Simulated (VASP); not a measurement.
Data:

```xyz
2
Lattice="0.0000 3.9953 3.9953 3.9953 0.0000 3.9953 3.9953 3.9953 0.0000" Properties=species:S:1:pos:R:3 pbc="T T T"
Cs     0.0000     0.0000     0.0000
Cl     1.9976     1.9976     1.9976
```

Method: PBEsol GGA, VASP's PBE PAW potentials (set 64) (plane waves; VASP). Run with 400 eV cut-off, 5×5×5 Γ-centred mesh, Gaussian smearing of 0.050 eV, potentials Cs_sv Cl.

Energy and stress use the plane-wave basis of the starting cell.

Question: The ions, cell shape and volume are relaxed. Which structure does the run end with?

Answer: 
```xyz
2
Lattice="0.0000 3.8288 3.8288 3.8288 0.0000 3.8288 3.8288 3.8288 0.0000" Properties=species:S:1:pos:R:3 pbc="T T T"
Cs     3.8288     0.0000     3.8288
Cl     1.9144     1.9144     1.9144
```
Space group F-43m (216), at a tolerance of 0.03 Å.

Question: How do energy and volume change from the first to the last step?

Answer: The energy (σ→0) changes by -23.4 meV/atom and the volume by -12.0 %, in 4 ionic steps.

The structure was generated: CsCl was put into the zinc blende type (F-43m), which need not be its known phase. This run relaxes it. Symmetry was kept, so distortions that lower it aren't found.
